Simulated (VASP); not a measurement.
An input for Quantum ESPRESSO's pw.x (written as the equivalent of a VASP run, and not itself run):

```
&CONTROL
  calculation = 'vc-relax'
  pseudo_dir = './pseudo'
  outdir = './out'
  tprnfor = .true.
  tstress = .true.
  nstep = 60
  forc_conv_thr = 0.00078
/
&SYSTEM
  ibrav = 0
  nat = 4
  ntyp = 1
  ecutwfc = 110
  occupations = 'smearing'
  smearing = 'methfessel-paxton'
  degauss = 0.00735
  input_dft = 'vdw-df-obk8'
/
&ELECTRONS
  conv_thr = 7.3e-08
  electron_maxstep = 100
/
&IONS
/
&CELL
/
ATOMIC_SPECIES
  La 138.905 La.upf
CELL_PARAMETERS angstrom
     1.8683124   -3.2360122   -0.0000000
     1.8683124    3.2360122   -0.0000000
    -0.0000000    0.0000000   11.9513573
ATOMIC_POSITIONS crystal
  La   0.0000000  0.0000000  0.5000000
  La   0.0000000  0.0000000  0.0000000
  La   0.3333330  0.6666670  0.2500000
  La   0.6666670  0.3333330  0.7500000
K_POINTS automatic
  9 9 3 0 0 0
```

Task: Translate this input to VASP (INCAR, KPOINTS, POSCAR, choice of POTCAR).

Result: This is not unique; one that fits is 
### POSCAR
```
La
1
    1.8683123665    -3.2360121637    -0.0000000000
    1.8683123665     3.2360121637    -0.0000000000
   -0.0000000000     0.0000000000    11.9513573417
La
4
Direct
  0.0000000000   0.0000000000   0.5000000000
  0.0000000000   0.0000000000   0.0000000000
  0.3333330000   0.6666670000   0.2500000000
  0.6666670000   0.3333330000   0.7500000000
```

KPOINTS:
```
Automatic mesh
0
Gamma
9 9 3
0 0 0
```

### INCAR
```
# general
SYSTEM    =  La
PREC      =  Accurate
ENCUT     =  520
LREAL     =  .FALSE.
LASPH     =  .TRUE.

# electronic loop
EDIFF     =  1E-6
NELM      =  100
ALGO      =  Normal
LMAXMIX   =  6

# smearing
ISMEAR    =  1
SIGMA     =  0.1

# functional
GGA       =  BO
LUSE_VDW  =  .TRUE.
AGGAC     =  0.0
PARAM1    =  0.1833333333
PARAM2    =  0.22

# ions
IBRION    =  2
NSW       =  60
ISIF      =  3
EDIFFG    =  -0.02

# output
LWAVE     =  .FALSE.
LCHARG    =  .FALSE.
```

POTCAR, in this order: La (PBE.64 set). Program: vasp_std.

Limits of the translation: the potentials are each code's own (VASP's PAW set, PseudoDojo norm-conserving files in pw.x), so ENCUT and ecutwfc are chosen apart and not converted; conv_thr bounds pw.x's estimated SCF error, while EDIFF bounds the energy change between steps; forc_conv_thr acts on force components and is met together with etot_conv_thr.

The compound is La in the dhcp structure. It was relaxed first. The start is the result of an earlier pass.
